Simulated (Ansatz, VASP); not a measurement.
This is a calculation of Mg6SiSb for Ansatz 0.2.0.

input.yaml

```yaml
crystal:
  lattice:
    - [5.147155, 0.0, 0.0]
    - [0.0, 2.9859475, 5.7678075]
    - [0.0, -2.9859475, 5.7678075]
  atoms:
    - { symbol: Sb, position: [0.5, 0.643421, 0.643421] }
    - { symbol: Si, position: [0.0, 0.878039, 0.878039] }
    - { symbol: Mg, position: [0.5, 0.171785, 0.171785] }
    - { symbol: Mg, position: [0.5, 0.662481, 0.146959] }
    - { symbol: Mg, position: [0.5, 0.146959, 0.662481] }
    - { symbol: Mg, position: [0.0, 0.328168, 0.328168] }
    - { symbol: Mg, position: [0.0, 0.836993, 0.332155] }
    - { symbol: Mg, position: [0.0, 0.332155, 0.836993] }
hamiltonian:
  xc: pbesol
  pseudopotentials: { kind: paw }
kpoints:
  mp_grid: { grid: [5, 5, 5] }
scf:
  occupations: { method: gaussian, width: 0.02 }
output:
  forces: true
  stress: true
  eigenvalues: true
```

Potentials or basis: Ansatz PAW.

Command:

```sh
$ ansatz run input.yaml --threads 4 --pin off --max-ram 11264MiB --backend cpu --events-out ev --progress --plain --runs-dir out
```

Question: Set up the same calculation for VASP 6.6.1. Potentials there: VASP PAW PBE potentials, release 64 (Sb, Si, Mg_pv).

Answer: As run (the cutoff follows the program's own potentials):

The input run.py:

```python
from ase import Atoms
from ase.calculators.vasp import Vasp
from ase.dft.bandgap import bandgap

atoms = Atoms(
    ['Sb', 'Si', 'Mg', 'Mg', 'Mg', 'Mg', 'Mg', 'Mg'],
    cell=[[5.147155, 0.0, 0.0], [0.0, 2.9859475, 5.7678075], [0.0, -2.9859475, 5.7678075]],
    scaled_positions=[[0.5, 0.643421, 0.643421], [0.0, 0.878039, 0.878039], [0.5, 0.171785, 0.171785], [0.5, 0.662481, 0.146959], [0.5, 0.146959, 0.662481], [0.0, 0.328168, 0.328168], [0.0, 0.836993, 0.332155], [0.0, 0.332155, 0.836993]],
    pbc=True,
)
calc = Vasp(
    directory='calc',
    xc='pbesol',
    pp='PBE',
    setups='materialsproject',
    prec='Accurate',
    encut=520,
    ediff=1e-07,
    ismear=0,
    sigma=0.02,
    lreal=False,
    lasph=True,
    nelm=100,
    algo='Normal',
    isif=2,
    lwave=False,
    lcharg=False,
    kpts=[5, 5, 5],
    gamma=True,
)
atoms.calc = calc

print('energy (eV):', atoms.get_potential_energy())
print('free energy (eV):', atoms.get_potential_energy(force_consistent=True))
print('forces (eV/A):')
print(atoms.get_forces())
print('stress (eV/A^3, Voigt):', atoms.get_stress())
print('Fermi level (eV):', calc.get_fermi_level())
gap, top, bottom = bandgap(calc)
print('band gap (eV):', gap, 'from (spin, k, band)', top, 'to', bottom)
```

Potentials or basis: VASP PAW PBE potentials, release 64 (Sb, Si, Mg_pv).

The run is started by

```bash
$ python run.py
```

Both were run:

|  | VASP | Ansatz | Ansatz less VASP |
| --- | --- | --- | --- |
| gap on the k mesh at the Fermi level (eV) | none | none | - |
| pressure (GPa) | -0.9 | -0.9 | +0.04 |
| largest component of the traceless stress (GPa) | 0.55 | 0.54 | -0.008 |
| rms of the force components (eV/Å) | 0.017 | 0.019 | +0.0020 |

Atom by atom the forces differ by 0.004 eV/Å (rms over components). A gap of «none» marks a metal or a gap that the smearing closes. The two sets of potentials don't hold the same shells in valence.

Caveats: the PAW data sets were made with another functional, which shifts forces and pressure a little (VASP); the PAW data sets come from PBE, with cores solved anew for the run's functional, which leaves a small shift of forces and pressure (Ansatz). The runs have no spin-orbit coupling, so splittings on Sb are missing.
